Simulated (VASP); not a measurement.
Input:

```yaml
crystal:
  lattice:
    - [0.00000, 3.54738, 3.54738]
    - [3.54738, 0.00000, 3.54738]
    - [3.54738, 3.54738, 0.00000]
  atoms:
    - { symbol: K, position: [0.00000, 0.00000, 0.00000] }
    - { symbol: I, position: [0.50000, 0.50000, 0.50000] }
```

These are PBE GGA with D3 dispersion (zero damping), VASP's PBE PAW potentials (set 64) (plane waves; VASP) values and carry that method's errors. Run with 520 eV cut-off, Gaussian smearing of 0.050 eV, potentials K_sv I.

Unless said otherwise, spin-orbit coupling is left out, though it shifts the bands of the heavy elements here.

Task: What does the run give for the band gap (along the path) with the smallest direct gap where there is one?

Result: 
```yaml
band gap (along the path): 3.93 eV
smallest direct gap (along the path): 3.93 eV
```

Only differences to runs with the same potentials and settings are physical.

The compound is KI in the rock salt structure. It was relaxed first.
